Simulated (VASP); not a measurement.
PbO, 4 atoms in the cell. It takes space group P4/nmm (No. 129, tetragonal). Conventional cell: a = 3.990 Å, b = 3.990 Å, c = 5.010 Å, α = 90.00°, β = 90.00°, γ = 90.00°. Pb (site symmetry 4mm) is surrounded by 4 O at 2.33 Å. O (site symmetry -4m2) is surrounded by 4 Pb at 2.33 Å. 

| Quantity | Value |
| --- | --- |
| Program | VASP 6.6.1 |
| Task | band structure |
| Functional | PBE |
| Potentials or basis | VASP PAW PBE potentials, release 64 (Pb_d, O) |
| Cutoff | 520 eV |
| k mesh | 8 × 8 × 6 |
| Occupations | gaussian, width 0.02 eV |
| Spin | non-collinear spin, zero start, spin-orbit coupling |
| Starting moments | [[0.0, 0.0, 0.0], [0.0, 0.0, 0.0], [0.0, 0.0, 0.0], [0.0, 0.0, 0.0]] μB |
| Further INCAR settings | ALGO = Normal; EDIFF = 1e-06 |

Potentials or basis: VASP PAW PBE potentials, release 64 (Pb_d, O).

Command:

```bash
$ cat potpaw_PBE.64/Pb_d/POTCAR potpaw_PBE.64/O/POTCAR > POTCAR
$ mpirun -np 1 vasp_ncl > vasp.out
```

Hardware: 1 thread of Intel(R) Xeon(R) Platinum 8488C (Sapphire Rapids) (shared host).

Problem. Estimate the wall time of this run.

Solution. Run time: 14 min on 1 thread of Intel(R) Xeon(R) Platinum 8488C (Sapphire Rapids), with other jobs on the host, peak memory 0.7 GiB. Counts: scf iterations 49, k points 60.
